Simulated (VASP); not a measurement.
A run of VASP 6.6.1:

Contents of INCAR:

```
SYSTEM = Be2Sn
  PREC = Accurate
  ENCUT = 520
  EDIFF = 1E-7
  ISMEAR = -1
  SIGMA = 0.05
  LREAL = .FALSE.
  LASPH = .TRUE.
  NELM = 80
  ALGO = Normal
  ISIF = 2
  LWAVE = .FALSE.
  LCHARG = .FALSE.
  GGA = PE
  NBANDS = 16
```

File KPOINTS:

```
Automatic mesh
0
G
  8 8 8
  0 0 0
```

The input POSCAR:

```
Be2Sn
1.0
    0.0000000000      2.9056000000      2.9056000000
    2.9056000000      0.0000000000      2.9056000000
    2.9056000000      2.9056000000      0.0000000000
Be Sn
2 1
Direct
    0.2500000000      0.2500000000      0.2500000000
    0.7500000000      0.7500000000      0.7500000000
    0.0000000000      0.0000000000      0.0000000000
```

Potentials or basis: VASP PAW PBE potentials, release 64 (Be, Sn_d).

Launch:

```sh
$ cat potpaw_PBE.64/Be/POTCAR potpaw_PBE.64/Sn_d/POTCAR > POTCAR
$ mpirun -np 1 vasp_std > vasp.out
```

Hardware: 1 thread of Intel(R) Xeon(R) 6975P-C (Granite Rapids), with other jobs on the host.

Question: How long does it take, and how much memory?

Answer: Run time: 8.3 s on 1 thread of Intel(R) Xeon(R) 6975P-C (Granite Rapids) (shared host), peak memory 0.17 GiB. Counts: scf iterations 13, k points 29.
